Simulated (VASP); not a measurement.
Data:

```
CELL_PARAMETERS angstrom
      3.45592     0.00000     0.00000
      0.00000     3.45592     0.00000
      0.00000     0.00000     3.45592
ATOMIC_POSITIONS crystal
  Si 0.00000 0.00000 0.00000
  Ni 0.00000 0.50000 0.50000
  Ni 0.50000 0.00000 0.50000
  Ni 0.50000 0.50000 0.00000
```

These are AM05 GGA, VASP's PBE PAW potentials (set 64) (plane waves; VASP 6.6.1) values and carry that method's errors. Numerical set-up: 520 eV cut-off, 9×9×9 Γ-centred mesh, first-order Methfessel-Paxton smearing of 0.10 eV, potentials Si Ni.

Q: Give the energy at these volumes per atom, relative to the lowest: 9.70, 10.01, 10.32, 10.63, 10.94 Å³.

A: 31.2, 7.3, 0.0, 6.7, 25.1 meV/atom. A third-order Birch-Murnaghan fit gives B0 = 240 GPa and B0′ = 4.7.

Measured: a 3.510 Å (computed value off by -1.5 %), as given by Metallic Nickel Silicides: Experiments and Theory for NiSi and First Principles Calculations for Other Phases, …. The calculation is for a static lattice, while the measured a holds thermal and zero-point effects, which are part of the difference.

The compound is Ni3Si in the L1_2 structure. It was relaxed first. The run is not spin-polarised, so no magnetic state was tried.
